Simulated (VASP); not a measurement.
Given:

```
CELL_PARAMETERS angstrom
      3.24086     0.00000     0.00000
     -1.62043     2.80666     0.00000
      0.00000     0.00000     8.59397
ATOMIC_POSITIONS crystal
  Nb 0.66667 0.33333 0.86203
  Nb 0.33333 0.66667 0.13797
  C  0.00000 0.00000 0.00000
  S  0.66667 0.33333 0.32807
  S  0.33333 0.66667 0.67193
```

Level of theory: PBEsol GGA, VASP's PBE PAW potentials (set 64) (plane waves; VASP). Run with 520 eV cut-off, 12×12×4 Γ-centred mesh, tetrahedra with Blöchl corrections, potentials Nb_sv C S.

The cores are frozen, which limits the accuracy of field gradients. Without a dispersion term in the relaxation, distances and binding between the weakly bound layers, chains or molecules are unreliable, and so is what depends on them.

Problem. Give the principal components of the electric field gradient (V/Å²) and the asymmetry η at each nucleus.

Solution. 
| atom | Vxx | Vyy | Vzz | η |
|---|---|---|---|---|
| Nb1 | 16.0 | 16.0 | -32.0 | 0.00 |
| Nb2 | 16.0 | 16.0 | -32.0 | 0.00 |
| C3 | -1.9 | -1.9 | 3.8 | 0.00 |
| S4 | 16.4 | 16.4 | -32.9 | 0.00 |
| S5 | 16.4 | 16.4 | -32.9 | 0.00 |

The structure comes from a computed database's Nb2CS2 entry (P-3m1); how it stands against other phases isn't given here. It was relaxed first, which changed the volume by -11 %.
